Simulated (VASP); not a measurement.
Calculation: revTPSS meta-GGA, VASP's PBE PAW potentials (set 64) (plane waves; VASP 6.6.1).

A VASP calculation is set up with these files.

### KPOINTS
```
Automatic mesh
0
Gamma
4 4 6
0 0 0
```

INCAR:
```
SYSTEM = MnF2
PREC = Accurate
ENCUT = 520
EDIFF = 1E-6
NELM = 100
ALGO = Normal
LREAL = .FALSE.
LASPH = .TRUE.
ISMEAR = 0
SIGMA = 0.05
METAGGA = RTPSS
LMIXTAU = .TRUE.
LMAXMIX = 4
ISPIN = 2
MAGMOM = 5.0 -5.0 0.0 0.0 0.0 0.0
LORBIT = 10
LWAVE = .FALSE.
LCHARG = .FALSE.
IBRION = 2
ISIF = 3
NSW = 60
EDIFFG = -0.02
```

### POSCAR
```
MnF2
1.0
  4.8475729955   0.0000000000   0.0000000000
  0.0000000000   4.8475729955   0.0000000000
  0.0000000000   0.0000000000   3.2880591720
Mn F
2 4
Cartesian
  0.0000000000   4.8475729955   3.2880591720
  2.4237864978   2.4237864978   1.6440295860
  1.4750691284   1.4750691284   0.0000000000
  3.8988556262   0.9487173693   1.6440295860
  0.9487173693   3.8988556262   1.6440295860
  3.3725038671   3.3725038671   3.2880591720
```

POTCAR, in this order: Mn_pv F (PBE.64 set). Program: vasp_std.

Q: What will the output report for the number of irreducible k-points (NKPTS), largest plane-wave count, number of space-group operations, FFT grid (NGX, NGY, NGZ)?

A: 
```json
{
 "number of irreducible k-points (NKPTS)": "24",
 "largest_plane_wave_count": "2112",
 "number_of_space_group_operations": "16",
 "FFT grid (NGX, NGY, NGZ)": "36 × 36 × 24"
}
```

The compound is MnF2 in the rutile structure. This run relaxes it. Symmetry was kept, so distortions that lower it aren't found.
